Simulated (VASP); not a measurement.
A convergence study with VASP on FeAl (space group no. 221 when undisturbed): a few settings are varied, all else stays as given below, so the limit is that of these other settings. One atom is moved off its site, so that forces are finite.

```
AlFe
1.0
    2.91873     0.00000     0.00000
    0.00000     2.91873     0.00000
    0.00000     0.00000     2.91873
Al Fe
1 1
Direct
  0.50000   0.50000   0.51713
  0.00000   0.00000   0.00000
```

Level of theory: LDA (Ceperley-Alder, Perdew-Zunger), VASP's LDA PAW potentials (set 64) (plane waves; VASP 6.6.1). The last row used: 300 eV cut-off, 18×18×18 Γ-centred mesh, Gaussian smearing of 0.010 eV, potentials Al Fe.

| setting | E (eV/atom) | pressure (GPa) | largest force (eV/Å) | irreducible k-points |
|---|---|---|---|---|
| SIGMA = 1.0 | (withheld) | (withheld) | 0.305 | 550 |
| SIGMA = 0.5 | -7.0812 | -16.75 | 0.304 | 550 |
| SIGMA = 0.3 | -7.0740 | -17.44 | 0.305 | 550 |
| SIGMA = 0.2 | -7.0728 | -17.73 | 0.306 | 550 |
| SIGMA = 0.1 | -7.0726 | -17.93 | 0.307 | 550 |
| SIGMA = 0.05 | -7.0726 | (withheld) | 0.307 | 550 |
| SIGMA = 0.02 | -7.0726 | -17.99 | 0.307 | 550 |
| SIGMA = 0.01 | -7.0726 | -17.99 | 0.307 | 550 |

Problem. Some entries are withheld; supply them.

Solution. 
- SIGMA = 1.0, E (eV/atom): -7.1037
- SIGMA = 1.0, pressure (GPa): -13.62
- SIGMA = 0.05, pressure (GPa): -17.98

Left out are rungs that failed or repeat a setting and relaxations that didn't move; long series are thinned to 24 rows.

The structure is a typed FeAl crystal (space group no. 221). The cell was not relaxed at this level, it is distorted from the ideal structure. The run is not spin-polarised, so no magnetic state was tried. The electron count is odd and the run is not spin-polarised, which forces a metal.
